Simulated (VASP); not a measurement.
The system is Al.

```xyz
1
Lattice="0.0000 2.0248 2.0248 2.0248 0.0000 2.0248 2.0248 2.0248 0.0000" Properties=species:S:1:pos:R:3 pbc="T T T"
Al    0.0000    0.0000    0.0000
```

- Program: VASP 6.6.1
- Task: relaxation of cell and atoms
- Functional: PBEsol
- Potentials or basis: VASP PAW PBE potentials, release 64 (Al)
- Cutoff: 600 eV
- k mesh: 18 × 18 × 18
- Occupations: methfessel-paxton, width 0.1 eV
- Spin: no spin polarisation

At the start: pressure -1.9 GPa; volume 16.60 Å³/atom.

Q: Where does the relaxation end?

A: Over 3 steps the energy falls by 2.4 meV/atom and the volume is 16.19 Å³/atom (-2.5 %); space group Fm-3m (No. 225, to 0.05 Å).

The path:
| step | energy change (eV) | largest force (eV/Å) | pressure (GPa) | volume (Å³) |
| --- | --- | --- | --- | --- |
| 1 | 0.0000 | 0.0000 | -1.87 | 16.60 |
| 2 | -0.0024 | 0.0000 | 0.26 | 16.14 |
| 3 | -0.0024 | 0.0000 | 0.00 | 16.19 |

Final structure:
```xyz
1
Lattice="0.0000 2.0081 2.0081 2.0081 0.0000 2.0081 2.0081 2.0081 0.0000" Properties=species:S:1:pos:R:3 pbc="T T T"
Al    0.0000    0.0000    0.0000
```

Caveat: the PAW data sets were made with another functional, which shifts forces and pressure a little.
